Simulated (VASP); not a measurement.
Consider the following.

```xyz
2
Lattice="0.0000 2.1989 2.1989 2.1989 0.0000 2.1989 2.1989 2.1989 0.0000" Properties=species:S:1:pos:R:3 pbc="T T T"
Zr     0.0000     0.0000     0.0000
N      2.1989     2.1989     2.1989
```

All values below come from LDA (Ceperley-Alder, Perdew-Zunger), VASP's LDA PAW potentials (set 64) (plane waves; VASP). Settings: 620 eV cut-off, 14×14×14 Γ-centred mesh, first-order Methfessel-Paxton smearing of 0.10 eV, potentials Zr_sv N.

Task: Estimate the energy per atom (σ→0), pressure, band gap (on the k-mesh) with the smallest direct gap where there is one.

Result: 
```json
{
  "band gap (on the k-mesh)": "none (metal, semimetal or under 0.01 eV)",
  "energy per atom (σ→0)": "-11.122 eV/atom",
  "pressure": "29.98 GPa"
}
```

The absolute energy has meaning only against runs of the same code, potentials and settings.

The compound is ZrN in the rock salt structure. It was relaxed first under an external pressure of 30 GPa. The electron count is odd and the run is not spin-polarised, which forces a metal.
